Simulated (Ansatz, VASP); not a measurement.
# Two plane-wave programs on InRu2

```xyz
6
Lattice="0.0000 3.6871 3.6871 3.6871 0.0000 3.6871 3.6871 3.6871 0.0000" Properties=species:S:1:pos:R:3 pbc="T T T"
In    0.0000    0.0000    0.0000
In    1.8435    1.8435    1.8435
Ru    2.7653    4.6089    2.7653
Ru    2.7653    2.7653    4.6089
Ru    4.6089    2.7653    2.7653
Ru    4.6089    4.6089    4.6089
```

Change from the starting cell: species swapped into the MgCu2 type (Fd-3m, No. 227).

Alike in both runs: functional PBE; k mesh 4 × 4 × 4; occupations gaussian, width 0.1 eV; no spin polarisation.

Ansatz relaxed the structure, and its values are those at the end. VASP's run is a single point on that final structure, the one shown.

```csv
,VASP,Ansatz
version,VASP 6.6.1,Ansatz 0.2.0
potentials or method,"VASP PAW PBE potentials, release 64 (In_d, Ru_pv)","scalar-relativistic, plane waves, PAW"
plane-wave cutoff (eV),520,420
valence electrons in the cell,82,90
```

|  | VASP | Ansatz | Ansatz less VASP |
| --- | --- | --- | --- |
| gap on the k mesh at the Fermi level (eV) | none | none | - |
| pressure (GPa) | 0.0 | 0.0 | -0.01 |

A gap of «none» marks a metal or a gap that the smearing closes. The functional is the same, so the differences come from potentials, cutoffs and numerics. The two sets of potentials don't hold the same shells in valence.

Caveats: the k mesh is coarse (spacing up to 0.37 Å⁻¹), so the values aren't converged.
